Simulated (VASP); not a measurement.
VASP runs on V (bcc) share one base input (PBE GGA, plane waves, VASP's PBE PAW potentials (set 64)) and change the settings named in each case.

POSCAR:
```
V
1
   -1.5150000000     1.5150000000     1.5150000000
    1.5150000000    -1.5150000000     1.5150000000
    1.5150000000     1.5150000000    -1.5150000000
V
1
Direct
  0.0000000000   0.0000000000   0.0000000000
```

### INCAR
```
SYSTEM = V
PREC = Accurate
ENCUT = 400
EDIFF = 1E-6
NELM = 100
ALGO = Normal
LREAL = .FALSE.
LASPH = .TRUE.
ISMEAR = 1
SIGMA = 0.1
GGA = PE
LMAXMIX = 4
LWAVE = .FALSE.
LCHARG = .FALSE.
ISIF = 2
```

### KPOINTS
```
Automatic mesh
0
Gamma
15 15 15
0 0 0
```

POTCAR, in this order: V_sv (PBE.64 set). Program: vasp_std.

```json
[
 {"change": "base run", "E(σ→0) (eV/atom)": "-8.9853", "pressure (GPa)": "-7.29", "plane waves": "261"},
 {"change": "PREC = Low", "E(σ→0) (eV/atom)": "___", "pressure (GPa)": "___", "plane waves": "261"},
 {"change": "PREC = Normal", "E(σ→0) (eV/atom)": "-8.9853", "pressure (GPa)": "-7.31", "plane waves": "261"},
 {"change": "PREC = Single", "E(σ→0) (eV/atom)": "-8.9860", "pressure (GPa)": "-7.23", "plane waves": "261"},
 {"change": "ADDGRID = .TRUE.", "E(σ→0) (eV/atom)": "-8.9853", "pressure (GPa)": "-7.29", "plane waves": "261"},
 {"change": "LASPH = .FALSE.", "E(σ→0) (eV/atom)": "-8.9843", "pressure (GPa)": "-7.30", "plane waves": "261"},
 {"change": "LREAL = Auto", "E(σ→0) (eV/atom)": "-8.9856", "pressure (GPa)": "-7.32", "plane waves": "261"}
]
```

### Question
What belongs in the gaps?

### Answer

- PREC = Low, E(σ→0) (eV/atom): -8.9893
- PREC = Low, pressure (GPa): -6.98

Left out are runs that ran out of time, are held back, or changed the cell or the kind of run, fixed moments of cells without a moment, rows past the twelfth, gaps on odd meshes, pressures of charged cells and columns that move by less than the noise.

The compound is V in the bcc structure. The cell was not relaxed at this level. The run is not spin-polarised, so no magnetic state was tried.
